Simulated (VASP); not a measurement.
Energy against volume of Ta (bcc). These are optB88-vdW, VASP's PBE PAW potentials (set 64) (plane waves; VASP) values and carry that method's errors. Settings: 520 eV cut-off, 15×15×15 Γ-centred mesh, first-order Methfessel-Paxton smearing of 0.10 eV, potentials Ta_pv.

```json
[
 {"V (Å³/atom)": "17.112", "E (eV/atom)": "-8.91241"},
 {"V (Å³/atom)": "17.658", "E (eV/atom)": "-8.94463"},
 {"V (Å³/atom)": "18.204", "E (eV/atom)": "-8.95360"},
 {"V (Å³/atom)": "18.750", "E (eV/atom)": "-8.94194"}
]
```

**Question.** Fit these four points and predict the energy of the run at 19.296 Å³/atom.

**Answer.** A cubic in V^(−2/3), the third-order Birch-Murnaghan form, passes through the four points with V0 = 18.16 Å³/atom and B0 = 203 GPa, and gives -8.9120 eV/atom there. The run gave -8.9129 eV/atom, -0.9 meV/atom from the fit; all five points give B0 = 200 GPa.

The compound is Ta in the bcc structure. It was relaxed first.
